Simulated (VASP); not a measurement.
WC (wc): the lattice constant a from VASP (plane waves, PAW) at several levels of theory. Static lattice. The measured value holds thermal and zero-point effects that the static calculation lacks.

| level | lattice constant a (Å) | error against measurement |
|---|---|---|
| LDA | 2.890 | -0.6 % |
| PBE | 2.924 | +0.6 % |
| PBEsol | 2.901 | -0.2 % |
| revPBE | 2.932 | +0.9 % |
| RPBE | 2.935 | +1.0 % |
| AM05 | 2.895 | -0.4 % |
| PW91 | 2.930 | +0.8 % |
| PBE-D3 (zero damping) | 2.909 | +0.1 % |
| PBE-D3(BJ) | 2.905 | -0.1 % |
| optB88-vdW | 2.929 | +0.8 % |
| optB86b-vdW | 2.915 | +0.3 % |
| vdW-DF2 | 2.980 | +2.6 % |
| vdW-DF-cx | 2.907 | +0.0 % |
| TPSS | 2.918 | +0.4 % |
| SCAN | 2.904 | -0.1 % |
| r2SCAN | 2.917 | +0.4 % |

Measured: 2.906 Å at 300 K (as given by Wikipedia, Lattice constant (list at 300 K)).

The cell of the LDA run:

```xyz
2
Lattice="1.4449 -2.5026 0.0000 1.4449 2.5026 0.0000 0.0000 0.0000 2.8195" Properties=species:S:1:pos:R:3 pbc="T T T"
W      0.0000     0.0000     0.0000
C      1.4449     0.8342     1.4098
```

Only levels that ran to the end are used. Left out are those held back, those with too coarse a band path, GW runs whose mesh misses a band edge, hybrids' fits of cells that aren't cubic and levels without matching references; a question may draw on a part of the rest.

The compound is WC in the wc structure.
